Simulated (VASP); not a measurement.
```
CELL_PARAMETERS angstrom
      1.58529    -2.74581     0.00000
      1.58529     2.74581     0.00000
      0.00000     0.00000    16.05921
ATOMIC_POSITIONS crystal
  Mo 0.33333 0.66667 0.25000
  Mo 0.66667 0.33333 0.75000
  S  0.33333 0.66667 0.84628
  S  0.66667 0.33333 0.34628
  S  0.66667 0.33333 0.15372
  S  0.33333 0.66667 0.65372
```

Computed with revPBE GGA, VASP's PBE PAW potentials (set 64) (plane waves; VASP). Settings: 520 eV cut-off, 8×8×2 Γ-centred mesh, Gaussian smearing of 0.050 eV, potentials Mo_sv S.

Without a dispersion term in the relaxation, distances and binding between the weakly bound layers, chains or molecules are unreliable, and so is what depends on them.

**Question.** The ions and cell shape at fixed volume are relaxed. What does this cell relax into?

**Answer.** 
```
CELL_PARAMETERS angstrom
      1.60048    -2.77211     0.00000
      1.60048     2.77211     0.00000
      0.00000     0.00000    15.75593
ATOMIC_POSITIONS crystal
  Mo 0.33333 0.66667 0.25000
  Mo 0.66667 0.33333 0.75000
  S  0.33333 0.66667 0.84919
  S  0.66667 0.33333 0.34919
  S  0.66667 0.33333 0.15081
  S  0.33333 0.66667 0.65081
```
Space group P6_3/mmc (194), at a tolerance of 0.03 Å.

**Question.** How much energy does the relaxation gain?

**Answer.** The energy (σ→0) changes by -7.2 meV/atom, in 8 ionic steps.

The compound is MoS2 in the 2H layered structure. This cell is one point of a volume scan, at 0.97 of the reference volume. Symmetry was kept, so distortions that lower it aren't found.
